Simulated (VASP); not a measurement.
Data:

```
CELL_PARAMETERS angstrom
      2.80507     0.00000     0.00000
      0.00000     2.80507     0.00000
      0.00000     0.00000     3.51205
ATOMIC_POSITIONS crystal
  Cu 0.00000 0.00000 0.00000
  Au 0.50000 0.50000 0.50000
```

Method: LDA (Ceperley-Alder, Perdew-Zunger), VASP's LDA PAW potentials (set 64) (plane waves; VASP 6.6.1). Settings: 520 eV cut-off, 12×12×9 Γ-centred mesh, first-order Methfessel-Paxton smearing of 0.10 eV, potentials Cu Au.

Unless said otherwise, spin-orbit coupling is left out, though it shifts the bands of the heavy elements here.

Question: What does the run give for the energy per atom (σ→0), band gap (on the k-mesh) with the smallest direct gap where there is one?

Answer: 
```json
{
 "band gap (on the k-mesh)": "none (metal, semimetal or under 0.01 eV)",
 "energy per atom (σ→0)": "-4.631 eV/atom"
}
```

The compound is CuAu in the L1_0 structure. It was relaxed first. The start is the result of an earlier pass.
